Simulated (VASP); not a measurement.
VASP ran on this input.

**KPOINTS**
```
Regular mesh
0
Gamma
4 4 4
```

**INCAR**
```
! general
SYSTEM =Ga3InAs4
PREC   =Accurate
ENCUT  =400
LREAL  =.False.
LASPH  =.True.

! electronic loop
EDIFF  =1E-6
NELM   =100
ALGO   =Normal
LMAXMIX=4

! smearing
ISMEAR =0
SIGMA  =0.05

! functional
GGA    =PE

! output
LWAVE  =.False.
LCHARG =.True.
```

**POSCAR**
```
Ga3InAs4
5.8593760
  1.0000000459   0.0000000000   0.0000000000
  0.0000000000   1.0000000459   0.0000000000
  0.0000000000   0.0000000000   1.0000000459
In As Ga
1 4 3
Cart
  0.0000000000   0.0000000000   0.0000000000
  0.2591543224   0.2591543224   0.2591543224
  0.7408457235   0.7408457235   0.2591543224
  0.7408457235   0.2591543224   0.7408457235
  0.2591543224   0.7408457235   0.7408457235
  0.5000000230   0.5000000230   0.0000000000
  0.5000000230   0.0000000000   0.5000000230
  0.0000000000   0.5000000230   0.5000000230
```

POTCAR, in this order: In_d As Ga_d (PBE.64 set). Program: vasp_std.

Question: Translate this PBE calculation to Ansatz.

Answer: One equivalent input (not run):
Ansatz 0.2 input:
```yaml
crystal:
  lattice:
    - [5.8593763, 0.0000000, 0.0000000]
    - [0.0000000, 5.8593763, 0.0000000]
    - [0.0000000, 0.0000000, 5.8593763]
  atoms:
    - { symbol: In, position: [0.0000000, 0.0000000, 0.0000000] }
    - { symbol: As, position: [0.2591543, 0.2591543, 0.2591543] }
    - { symbol: As, position: [0.7408457, 0.7408457, 0.2591543] }
    - { symbol: As, position: [0.7408457, 0.2591543, 0.7408457] }
    - { symbol: As, position: [0.2591543, 0.7408457, 0.7408457] }
    - { symbol: Ga, position: [0.5000000, 0.5000000, 0.0000000] }
    - { symbol: Ga, position: [0.5000000, 0.0000000, 0.5000000] }
    - { symbol: Ga, position: [0.0000000, 0.5000000, 0.5000000] }
kpoints:
  mp_grid: { grid: [4, 4, 4] }
hamiltonian:
  xc: pbe
  pseudopotentials: { kind: paw }
scf:
  occupations: { method: gaussian, width: 0.05 }
  max_iter: 100
output: { forces: true, stress: true, eigenvalues: true }
```
The two are equivalent in intent, not identical: each code has its own PAW files, so the cut-off isn't converted (ENCUT is set for VASP's; basis.ecutwfc is left out, and Ansatz then takes the one that its files recommend); Ansatz stops its SCF on the density residual and VASP on the energy change (EDIFF).

The structure was generated: Ga3InAs4 was put into an ordered model structure (P-43m), which need not be its known phase. It was relaxed first, which changed the volume by +6 %.
